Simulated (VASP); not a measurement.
Given:

```yaml
crystal:
  lattice:
    - [0.00000, 1.80047, 1.80047]
    - [1.80047, 0.00000, 1.80047]
    - [1.80047, 1.80047, 0.00000]
  atoms:
    - { symbol: Cu, position: [0.00000, 0.00000, 0.00000] }
```

Method: optB86b-vdW, VASP's PBE PAW potentials (set 64) (plane waves; VASP 6.6.1). Numerical set-up: 520 eV cut-off, 19×19×19 Γ-centred mesh, tetrahedra with Blöchl corrections, potentials Cu.

### Question
Tabulate the total density of states (states/eV per cell) against energy (eV; zero at the valence-band maximum or, without a gap, the Fermi level).

### Answer

```
E (eV)  DOS (states/eV)
------  ---------------
-9.91              0.00
-9.59              0.00
-9.27              0.03
-8.84              0.06
-8.51              0.07
-8.19              0.09
-7.87              0.10
-7.55              0.12
-7.23              0.13
-6.80              0.16
-6.47              0.18
-6.15              0.22
-5.83              0.26
-5.51              0.36
-5.08              0.79
-4.76              1.24
-4.43              1.87
-4.11              2.15
-3.79              2.06
-3.47              3.08
-3.04              4.15
-2.72              2.73
-2.40              3.74
-2.07              3.11
-1.75              6.02
-1.43              0.42
-1.00              0.36
-0.68              0.33
-0.36              0.31
-0.04              0.31
0.29               0.29
0.72               0.27
1.04               0.27
1.36               0.26
1.68               0.26
2.00               0.24
2.33               0.22
2.76               0.20
3.08               0.18
3.40               0.16
```
Within 2 eV below the Fermi level the largest weight inside VASP's projection spheres is Cu d.

The compound is Cu in the fcc structure. It was relaxed first.
